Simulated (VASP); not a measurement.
Level of theory: revPBE GGA, VASP's PBE PAW potentials (set 64) (plane waves; VASP).

VASP ran on this input.

**POSCAR**
```
BN
1
    0.0000000000     1.8379406381     1.8379406381
    1.8379406381     0.0000000000     1.8379406381
    1.8379406381     1.8379406381     0.0000000000
B N
1 1
Direct
  0.0000000000   0.0000000000   0.0000000000
  0.2500000000   0.2500000000   0.2500000000
```

INCAR:
```
# general
SYSTEM = BN
PREC   = Accurate
ENCUT  = 520
LREAL  = .FALSE.
LASPH  = .TRUE.

# electronic loop
EDIFF  = 1E-7
NELM   = 100
ALGO   = Normal

# smearing
ISMEAR = 0
SIGMA  = 0.05

# functional
GGA    = RE

# ions
ISIF   = 2

# output
LWAVE  = .FALSE.
LCHARG = .FALSE.
```

KPOINTS:
```
K-points
0
gamma
12 12 12
0 0 0
```

POTCAR, in this order: B N (PBE.64 set). Program: vasp_std.

Problem. Estimate the energy per atom (σ→0), pressure, band gap (on the k-mesh).

Solution. 
| Quantity | Value |
|---|---|
| energy per atom (σ→0) | -8381 meV/atom |
| band gap (on the k-mesh) | 4.43 eV |
| pressure | -101.8 kbar |

**OSZICAR**
```
...
DAV:   7    -0.167692148957E+02    0.47007E-01   -0.72492E-02  1488   0.273E+00    0.188E+00
DAV:   8    -0.167619995560E+02    0.72153E-02   -0.34853E-02  1272   0.179E+00    0.146E-01
DAV:   9    -0.167623045075E+02   -0.30495E-03   -0.75066E-04  1256   0.271E-01    0.685E-02
DAV:  10    -0.167624565179E+02   -0.15201E-03   -0.22785E-04  1592   0.151E-01    0.153E-02
DAV:  11    -0.167624659219E+02   -0.94040E-05   -0.17193E-05  1408   0.411E-02    0.898E-03
DAV:  12    -0.167624661146E+02   -0.19268E-06   -0.21977E-06  1424   0.125E-02    0.581E-04
DAV:  13    -0.167624661361E+02   -0.21536E-07   -0.38503E-08   600   0.235E-03
   1 F= -.16762466E+02 E0= -.16762466E+02  d E =-.426959E-16
```

The compound is BN in the zinc blende structure. This cell is one point of a volume scan, at 1.03 of the reference volume.
